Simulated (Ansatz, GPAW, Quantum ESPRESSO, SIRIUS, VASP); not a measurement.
BiTe: programs and potentials compared

```
CELL_PARAMETERS angstrom
0.00000 3.23500 3.23500
3.23500 0.00000 3.23500
3.23500 3.23500 0.00000
ATOMIC_POSITIONS crystal
Bi 0.00000 0.00000 0.00000
Te 0.50000 0.50000 0.50000
```

Alike in all runs: task single point; functional PBEsol; k mesh 7 × 7 × 7; occupations fermi-dirac, width 0.05 eV; no spin polarisation; no spin-orbit coupling. Pressure is positive in compression and, in plane waves, holds the error of the finite cutoff.

| program and potentials | plane-wave cutoff (eV) | notes | pressure (GPa) |
| --- | --- | --- | --- |
| GPAW, PAW data sets generated for this functional | 600 | 10.5 valence electrons an atom on average | -1.76 |
| Quantum ESPRESSO, PseudoDojo 0.4.1 SR PBEsol standard | 1088 | 15.5 valence electrons an atom on average | -1.50 |
| SIRIUS, PseudoDojo 0.4.1 PBEsol standard (scalar relativistic) | 1102 | 15.5 valence electrons an atom on average | -1.50 |
| VASP, PBE PAW files Bi_d, Te, 520 eV | 520 | potentials made for PBE; 10.5 valence electrons an atom on average | -1.57 |
| Ansatz, all-electron LAPW, scalar-relativistic | - | - | ? |

Task: Estimate from the other rows what the run with Ansatz, all-electron LAPW, scalar-relativistic gave.

Result: Pressure -1.53 GPa. The other rows, which needn't bracket it: pressure -1.76 to -1.50.
